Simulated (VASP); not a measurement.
Method: RPBE GGA, VASP's PBE PAW potentials (set 64) (plane waves; VASP).

VASP ran on this input.

**POSCAR**
```
Pd atom
1
   12.0000000000     0.0000000000     0.0000000000
    0.0000000000    12.5000000000     0.0000000000
    0.0000000000     0.0000000000    13.0000000000
Pd
1
Direct
  0.0000000000   0.0000000000   0.0000000000
```

### KPOINTS
```
Automatic mesh
0
Gamma
1 1 1
0 0 0
```

**INCAR**
```
LASPH = .TRUE.
EDIFF = 1E-6   # SCF stop (eV)
ENCUT = 520
NELM = 200
GGA = RP
LWAVE = .FALSE.
ISPIN = 2   # spin-polarised
ISMEAR = 0   # Gaussian
LMAXMIX = 4   # l cut-off of mixed one-centre charges
ISYM = 0
LORBIT = 10
MAGMOM = 0
LREAL = .FALSE.
LCHARG = .FALSE.
PREC = Normal
SYSTEM = Pd atom
ALGO = All
SIGMA = 0.01   # width (eV)
NUPDOWN = 0
```

POTCAR, in this order: Pd (PBE.64 set). Program: vasp_gam. Read from the step before: WAVECAR.

The resulting files:

### OUTCAR
```
 ion  position               nearest neighbor table
   1  0.000  0.000  0.000-
 Subroutine IBZKPT returns following result:
 Found      1 irreducible k-points:

 Following reciprocal coordinates:
            Coordinates               Weight
  0.000000  0.000000  0.000000      1.000000
   k-points           NKPTS =      1   k-points in BZ     NKDIM =      1   number of bands    NBANDS=      9
   number of dos      NEDOS =    301   number of ions     NIONS =      1
   total plane-waves  NPLWV = 392000
   dimension x,y,z NGX =    70 NGY =   70 NGZ =   80
   dimension x,y,z NGXF=   140 NGYF=  140 NGZF=  160
   ions per type =               1
   PREC   = normal    normal or accurate (medium, high low for compatibility)
   ISTART =      1    job   : 0-new  1-cont  2-samecut
   ICHARG =      0    charge: 1-file 2-atom 10-const
   ISPIN  =      2    spin polarized calculation?
   LNONCOLLINEAR =      F non collinear calculations
   LSORBIT =      F    spin-orbit coupling
   INIWAV =      1    electr: 0-lowe 1-rand  2-diag
   ENCUT  =  520.0 eV  38.22 Ry    6.18 a.u.  22.31 23.24 24.17*2*pi/ulx,y,z
   NELM   =    200;   NELMIN=  2; NELMDL=  0     # of ELM steps
   EDIFF  = 0.1E-05   stopping-criterion for ELM
   LREAL  =      F    real-space projection
...
```

**OSZICAR**
```
       N       E                     dE             d eps       ncg     rms           ort
SDA:   1    -0.150141634465E+01   -0.15014E+01    0.00000E+00     9   0.981E-02   0.000E+00
CGA:   2    -0.150349558029E+01   -0.20792E-02   -0.20801E-02     9   0.284E-02  -0.789E-04
CGA:   3    -0.150409553275E+01   -0.59995E-03   -0.59981E-03     9   0.106E-03   0.186E-04
CGA:   4    -0.150413905317E+01   -0.43520E-04   -0.43043E-04     9   0.868E-05   0.236E-05
CGA:   5    -0.150414218315E+01   -0.31300E-05   -0.34278E-05     9   0.400E-05  -0.182E-05
CGA:   6    -0.150414246184E+01   -0.27868E-06   -0.37757E-06     9   0.817E-06   0.827E-06
   1 F= -.15041425E+01 E0= -.15041425E+01  d E =-.227978E-16  mag=     0.0000
```

### OUTCAR
```
------------------------ aborting loop because EDIFF is reached ----------------------------------------
  FORCE on cell =-STRESS in cart. coord.  units (eV):
  Direction    XX          YY          ZZ          XY          YZ          ZX
  --------------------------------------------------------------------------------------
  Total       -0.0122816     -0.0094781     -0.0104144      0.0000002     -0.0000002     -0.0000003
  in kB       -0.0100910     -0.0077875     -0.0085567      0.0000002     -0.0000002     -0.0000003
  external PRESSURE =      -0.0088117 kB  Pullay stress =       0.0000000 kB
  volume of cell :     1950.00
      direct lattice vectors                 reciprocal lattice vectors
    12.000000000  0.000000000  0.000000000     0.083333333  0.000000000  0.000000000
     0.000000000 12.500000000  0.000000000     0.000000000  0.080000000  0.000000000
     0.000000000  0.000000000 13.000000000     0.000000000  0.000000000  0.076923077
 POSITION                                       TOTAL-FORCE (eV/Angst)
 -----------------------------------------------------------------------------------
      0.00000      0.00000      0.00000        -0.000000     -0.000000      0.000000
 -----------------------------------------------------------------------------------
    total drift:                               -0.000000     -0.000000      0.000000
  FREE ENERGIE OF THE ION-ELECTRON SYSTEM (eV)
  ---------------------------------------------------
  free  energy   TOTEN  =        -1.5041424618 eV

  energy  without entropy=       -1.5041424618  energy(sigma->0) =       -1.50414246

 total charge

# of ion       s       p       d       tot
------------------------------------------
    1        0.000   0.000   9.176   9.176

 magnetization (x)

# of ion       s       p       d       tot
------------------------------------------
    1       -0.000   0.000   0.000   0.000
```
(Selected blocks of OUTCAR.)

The atom may not be in its lowest state.

The cell is a free atom in a box.
